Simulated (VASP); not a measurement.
A VASP calculation is set up with these files.

**INCAR**
```
ALGO  =  Normal
EDIFF  =  1E-6
EDIFFG  =  -0.01
ENCUT  =  520
GGA  =  PS
IBRION  =  2
ISIF  =  3
ISMEAR  =  1
LASPH  =  .TRUE.
LCHARG  =  .FALSE.
LMAXMIX  =  4
LREAL  =  .FALSE.
LWAVE  =  .FALSE.
NELM  =  100
NSW  =  60
PREC  =  Accurate
SIGMA  =  0.1
SYSTEM  =  ScB
```

### KPOINTS
```
kpoints
0
Gamma
 10 10 10
0 0 0
```

**POSCAR**
```
ScB
1.0
  3.3020000000   0.0000000000   0.0000000000
  0.0000000000   3.3020000000   0.0000000000
  0.0000000000   0.0000000000   3.3020000000
Sc B
1 1
Cartesian
  0.0000000000   0.0000000000   0.0000000000
  1.6510000000   1.6510000000   1.6510000000
```

POTCAR, in this order: Sc_sv B (PBE.64 set). Program: vasp_std.

Q: Translate this PBEsol calculation to Quantum ESPRESSO's pw.x.

A: One equivalent input (not run):
```
&CONTROL
  calculation = 'vc-relax'
  pseudo_dir = './pseudo'
  outdir = './out'
  tprnfor = .true.
  tstress = .true.
  nstep = 60
  forc_conv_thr = 0.00039
/
&SYSTEM
  ibrav = 0
  nat = 2
  ntyp = 2
  ecutwfc = 78
  occupations = 'smearing'
  smearing = 'methfessel-paxton'
  degauss = 0.00735
  input_dft = 'pbesol'
/
&ELECTRONS
  conv_thr = 7.3e-08
  electron_maxstep = 100
/
&IONS
/
&CELL
/
ATOMIC_SPECIES
  Sc 44.956 Sc.upf
  B 10.810 B.upf
CELL_PARAMETERS angstrom
     3.3020000    0.0000000    0.0000000
     0.0000000    3.3020000    0.0000000
     0.0000000    0.0000000    3.3020000
ATOMIC_POSITIONS crystal
  Sc   0.0000000  0.0000000  0.0000000
  B    0.5000000  0.5000000  0.5000000
K_POINTS automatic
  10 10 10 0 0 0
```
Limits of the translation: the potentials are each code's own (VASP's PAW set, PseudoDojo norm-conserving files in pw.x), so ENCUT and ecutwfc are chosen apart and not converted; conv_thr bounds pw.x's estimated SCF error, while EDIFF bounds the energy change between steps; forc_conv_thr acts on force components and is met together with etot_conv_thr.

The structure was generated: ScB was put into the CsCl type type (Pm-3m), which need not be its known phase. This run relaxes it. Symmetry was kept, so distortions that lower it aren't found.
